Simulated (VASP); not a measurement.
Energy against volume of HfO2 (fluorite). Method: MS2 meta-GGA, VASP's PBE PAW potentials (set 64) (plane waves; VASP 6.6.1).

| V (Å³/atom) | E (eV/atom) |
|---|---|
| 9.940 | -6.11910 |
| 10.257 | -6.14764 |
| 10.574 | -6.15691 |
| 10.891 | -6.14969 |
| 11.209 | -6.12840 |

Task: Fit a third-order Birch-Murnaghan equation of state.

Result: 
- volume per atom = 10.59 Å^3/atom
- bulk modulus = 275 GPa
- pressure derivative of the bulk modulus = 4.25
- lattice constant a = 5.027 Å

The compound is HfO2 in the fluorite structure, the high-temperature cubic form, which is unstable at 0 K; the monoclinic form is the stable one. It was relaxed first.
